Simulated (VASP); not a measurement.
Computed with PBEsol GGA, VASP's PBE PAW potentials (set 64) (plane waves; VASP).

VASP input:

File KPOINTS:
```
Automatic mesh
0
Gamma
13 13 9
0 0 0
```

File POSCAR:
```
TiAl
1.0
  2.7633824817   0.0000000000   0.0000000000
  0.0000000000   2.7633824817   0.0000000000
  0.0000000000   0.0000000000   3.9776859256
Ti Al
1 1
Cart
  0.0000000000   0.0000000000   0.0000000000
  1.3816912408   1.3816912408   1.9888429628
```

**INCAR**
```
# general
SYSTEM   =  TiAl
PREC     =  Accurate
ENCUT    =  500
LREAL    =  F
LASPH    =  T

# electronic loop
EDIFF    =  1E-6
NELM     =  100
ALGO     =  Normal
LMAXMIX  =  4

# smearing
ISMEAR   =  1
SIGMA    =  0.1

# functional
GGA      =  PS

# ions
IBRION   =  2
NSW      =  40
ISIF     =  3
EDIFFG   =  -0.02
PSTRESS  =  100

# output
LWAVE    =  F
LCHARG   =  F
```

POTCAR, in this order: Ti_sv Al (PBE.64 set). Program: vasp_std.

Problem. What will the output report for the number of irreducible k-points (NKPTS), largest plane-wave count, number of space-group operations, FFT grid (NGX, NGY, NGZ)?

Solution. 
```
Property                                       Value
--------------------------------------  ------------
number of irreducible k-points (NKPTS)           140
largest plane-wave count                         787
number of space-group operations                  16
FFT grid (NGX, NGY, NGZ)                20 × 20 × 30
```

The compound is TiAl in the L1_0 structure. This run relaxes it under an external pressure of 10 GPa. Symmetry was kept, so distortions that lower it aren't found. The electron count is odd and the run is not spin-polarised, which forces a metal.
